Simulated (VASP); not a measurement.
Computed with PBE GGA, VASP's PBE PAW potentials (set 64) (plane waves; VASP).

VASP input:

### POSCAR
```
SnO
1
    3.8000000000     0.0000000000     0.0000000000
    0.0000000000     3.8000000000     0.0000000000
    0.0000000000     0.0000000000     4.8400000000
Sn O
2 2
Direct
  0.5000000000   0.0000000000   0.7620000000
  0.0000000000   0.5000000000   0.2380000000
  0.5000000000   0.5000000000   0.0000000000
  0.0000000000   0.0000000000   0.0000000000
```

**INCAR**
```
! general
SYSTEM   =  SnO
PREC     =  Accurate
ENCUT    =  520
LREAL    =  .False.
LASPH    =  .True.

! electronic loop
EDIFF    =  1E-6
NELM     =  100
ALGO     =  Damped
LMAXMIX  =  4

! smearing
ISMEAR   =  0
SIGMA    =  0.05

! functional
GGA      =  PE

! ions
ISIF     =  2

! output
LWAVE    =  .False.
LCHARG   =  .False.
```

**KPOINTS**
```
Automatic mesh
0
Gamma
6 6 5
0 0 0
```

POTCAR, in this order: Sn_d O (PBE.64 set). Program: vasp_std.

The resulting files:

File OSZICAR:
```
       N       E                     dE             d eps       ncg     rms           ort
DAV:   1     0.565020094936E+03    0.56502E+03   -0.18495E+04   720   0.267E+03
DAV:   2     0.152791094448E+03   -0.41223E+03   -0.40576E+03   720   0.665E+02
DAV:   3     0.166448508131E+02   -0.13615E+03   -0.13487E+03   720   0.306E+02
DAV:   4    -0.172105982485E+02   -0.33855E+02   -0.33671E+02   720   0.170E+02
DAV:   5    -0.247091970213E+02   -0.74986E+01   -0.74707E+01   720   0.699E+01
SDA:   6    -0.137331854247E+02    0.10976E+02   -0.19439E+02   720   0.486E+02   0.000E+00
DMP:   7    -0.202377033065E+02   -0.65045E+01   -0.16899E+01   720   0.110E+02  -0.178E+02
DMP:   8    -0.212273572539E+02   -0.98965E+00   -0.28790E+01   720   0.696E+01   0.629E+00
DMP:   9    -0.222895916155E+02   -0.10622E+01   -0.29873E+00   720   0.142E+01  -0.177E+01
DMP:  10    -0.224434949460E+02   -0.15390E+00   -0.40746E+00   720   0.100E+01   0.407E-01
DMP:  11    -0.226079805486E+02   -0.16449E+00   -0.49132E-01   720   0.202E+00  -0.208E+00
DMP:  12    -0.226327861734E+02   -0.24806E-01   -0.58670E-01   720   0.148E+00  -0.254E-02
DMP:  13    -0.226576260437E+02   -0.24840E-01   -0.91533E-02   720   0.320E-01  -0.239E-01
DMP:  14    -0.226619568878E+02   -0.43308E-02   -0.71612E-02   720   0.185E-01  -0.160E-02
DMP:  15    -0.226648394745E+02   -0.28826E-02   -0.18002E-02   720   0.589E-02  -0.363E-02
DMP:  16    -0.226657840390E+02   -0.94456E-03   -0.87763E-03   720   0.209E-02   0.281E-03
DMP:  17    -0.226660570224E+02   -0.27298E-03   -0.24852E-03   720   0.923E-03  -0.789E-03
DMP:  18    -0.226662095880E+02   -0.15257E-03   -0.13976E-03   720   0.306E-03   0.112E-03
DMP:  19    -0.226662627067E+02   -0.53119E-04   -0.35249E-04   720   0.130E-03  -0.109E-03
DMP:  20    -0.226662826439E+02   -0.19937E-04   -0.23588E-04   720   0.521E-04   0.180E-04
DMP:  21    -0.226662905690E+02   -0.79251E-05   -0.62143E-05   720   0.186E-04  -0.802E-05
DMP:  22    -0.226662939193E+02   -0.33502E-05   -0.41318E-05   720   0.956E-05   0.201E-05
DMP:  23    -0.226662967630E+02   -0.28437E-05   -0.13453E-05   720   0.305E-05   0.830E-06
DMP:  24    -0.226662977011E+02   -0.93815E-06   -0.72228E-06   720   0.158E-05   0.596E-06
   1 F= -.22666298E+02 E0= -.22666107E+02  d E =-.381695E-03
```

File OUTCAR:
```
------------------------ aborting loop because EDIFF is reached ----------------------------------------
  FORCE on cell =-STRESS in cart. coord.  units (eV):
  Direction    XX          YY          ZZ          XY          YZ          ZX
  --------------------------------------------------------------------------------------
  Total        2.1969146      2.1969146      1.6774476      0.0000000     -0.0000000      0.0000000
  in kB       50.3629538     50.3629538     38.4544834      0.0000000     -0.0000000      0.0000000
  external PRESSURE =      46.3934637 kB  Pullay stress =       0.0000000 kB
  volume of cell :       69.89
      direct lattice vectors                 reciprocal lattice vectors
     3.800000000  0.000000000  0.000000000     0.263157895  0.000000000  0.000000000
     0.000000000  3.800000000  0.000000000     0.000000000  0.263157895  0.000000000
     0.000000000  0.000000000  4.840000000     0.000000000  0.000000000  0.206611570
 POSITION                                       TOTAL-FORCE (eV/Angst)
 -----------------------------------------------------------------------------------
      1.90000      0.00000      3.68808        -0.000000      0.000000     -0.483205
      0.00000      1.90000      1.15192         0.000000      0.000000      0.483205
      1.90000      1.90000      0.00000         0.000000     -0.000000      0.000000
      0.00000      0.00000      0.00000         0.000000      0.000000      0.000000
 -----------------------------------------------------------------------------------
    total drift:                                0.000000      0.000000      0.000000
  FREE ENERGIE OF THE ION-ELECTRON SYSTEM (eV)
  ---------------------------------------------------
  free  energy   TOTEN  =       -22.6662977011 eV

  energy  without entropy=      -22.6659160059  energy(sigma->0) =      -22.66610685
```
(Selected blocks of OUTCAR.)

The compound is SnO in the litharge structure. The cell was not relaxed at this level. The run is one of a series of settings (ALGO = Damped against the base run), some of them coarse on purpose.
